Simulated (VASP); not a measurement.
```
BaZrO3
1.0
    4.29707     0.00000     0.00000
    0.00000     4.29707     0.00000
    0.00000     0.00000     4.29707
Ba Zr O
1 1 3
Direct
  0.00000   0.00000   0.00000
  0.50000   0.50000   0.50000
  0.50000   0.00000   0.50000
  0.00000   0.50000   0.50000
  0.50000   0.50000   0.00000
```

Computed with vdW-DF2, VASP's PBE PAW potentials (set 64) (plane waves; VASP 6.6.1). Run with 520 eV cut-off, Gaussian smearing of 0.050 eV, potentials Ba_sv Zr_sv O.

Unless said otherwise, spin-orbit coupling is left out, though it shifts the bands of the heavy elements here.

### Question
Give the energies of bands 12 to 23 at the high-symmetry points, in eV from the valence-band maximum.

### Answer

```json
[
 {"band": "12", "Γ": "-1.50", "X": "-3.40", "M": "-3.44", "R": "-3.42"},
 {"band": "13", "Γ": "-1.50", "X": "-1.78", "M": "-3.43", "R": "-3.42"},
 {"band": "14", "Γ": "-1.50", "X": "-1.78", "M": "-3.39", "R": "-3.33"},
 {"band": "15", "Γ": "-0.86", "X": "-1.65", "M": "-2.11", "R": "-2.41"},
 {"band": "16", "Γ": "-0.86", "X": "-1.57", "M": "-2.11", "R": "-2.41"},
 {"band": "17", "Γ": "-0.86", "X": "-1.57", "M": "-0.93", "R": "-2.41"},
 {"band": "18", "Γ": "-0.28", "X": "-1.46", "M": "-0.89", "R": "0.00"},
 {"band": "19", "Γ": "-0.28", "X": "-0.53", "M": "-0.89", "R": "0.00"},
 {"band": "20", "Γ": "-0.28", "X": "-0.53", "M": "-0.07", "R": "0.00"},
 {"band": "21", "Γ": "3.15", "X": "3.50", "M": "5.24", "R": "5.87"},
 {"band": "22", "Γ": "3.15", "X": "5.25", "M": "5.24", "R": "5.87"},
 {"band": "23", "Γ": "3.15", "X": "5.25", "M": "6.02", "R": "5.88"}
]
```

The gap is indirect, 3.15 eV, from the valence maximum at R to the conduction minimum at Γ.

The compound is BaZrO3 in the cubic perovskite structure. It was relaxed first, which changed the volume by +8 %.
